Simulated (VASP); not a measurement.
OSZICAR of a VASP run on Ag (fcc):

**OSZICAR**
```
       N       E                     dE             d eps       ncg     rms          rms(c)
DAV:   1     0.447793632520E+02    0.44779E+02   -0.57870E+03  3050   0.111E+03
DAV:   2    -0.256427548898E+01   -0.47344E+02   -0.45760E+02  3070   0.207E+02
DAV:   3    -0.296086245311E+01   -0.39659E+00   -0.39648E+00  3493   0.232E+01
DAV:   4    -0.296173110760E+01   -0.86865E-03   -0.86865E-03  3353   0.100E+00
DAV:   5    -0.296173750754E+01   -0.63999E-05   -0.64002E-05  3352   0.774E-02    0.531E+00
DAV:   6    -0.271554889185E+01    0.24619E+00   -0.11494E+00  3028   0.117E+01    0.343E+00
DAV:   7    -0.270697023164E+01    0.85787E-02   -0.11712E-02  3207   0.119E+00    0.191E+00
DAV:   8    -0.270397153100E+01    0.29987E-02   -0.68358E-04  3092   0.251E-01    0.754E-02
DAV:   9    -0.270397822749E+01   -0.66965E-05   -0.75416E-06  3398   0.277E-02    0.142E-02
DAV:  10    -0.270398458012E+01   -0.63526E-05   -0.37865E-06  3250   0.243E-02    0.519E-03
DAV:  11    -0.270398399415E+01    0.58597E-06   -0.92157E-08  2492   0.331E-03    0.389E-04
DAV:  12    -0.270398392021E+01    0.73940E-07   -0.54490E-09  1549   0.853E-04
   1 F= -.32745762E+01 E0= -.32745762E+01  d E =0.000000E+00
```

Problem. Which electronic solver shows in the log?

Solution. It is blocked Davidson (ALGO = Normal, or the opening steps of other solvers). The INCAR had ALGO = Normal.

Problem. Can the final energy be trusted as converged?

Solution. Self-consistency was reached. It stopped with EDIFF = 1E-7, NELM = 100 (PBE GGA with D4 dispersion, plane waves, VASP's PBE PAW potentials (set 64)).

The compound is Ag in the fcc structure. It was relaxed first.
